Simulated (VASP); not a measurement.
Data:

```yaml
crystal:
  lattice:
    - [1.93906, -3.35855, 0.00000]
    - [1.93906, 3.35855, 0.00000]
    - [0.00000, 0.00000, 5.65040]
  atoms:
    - { symbol: Pt, position: [0.00000, 0.00000, 0.00000] }
    - { symbol: Se, position: [0.33333, 0.66667, 0.24153] }
    - { symbol: Se, position: [0.66667, 0.33333, 0.75847] }
```

Method: vdW-DF2, VASP's PBE PAW potentials (set 64) (plane waves; VASP). Numerical set-up: 520 eV cut-off, 7×7×5 Γ-centred mesh, tetrahedra with Blöchl corrections, potentials Pt Se.

The cores are frozen, which limits the accuracy of field gradients.

Task: Give the principal components of the electric field gradient (V/Å²) and the asymmetry η at each nucleus.

Result: 
```csv
atom,Vxx,Vyy,Vzz,η
Pt1,-42.6,-42.6,85.2,0.00
Se2,27.4,27.4,-54.8,0.00
Se3,27.4,27.4,-54.8,0.00
```

The compound is PtSe2 in the 1T layered structure. It was relaxed first, which changed the volume by +20 %.
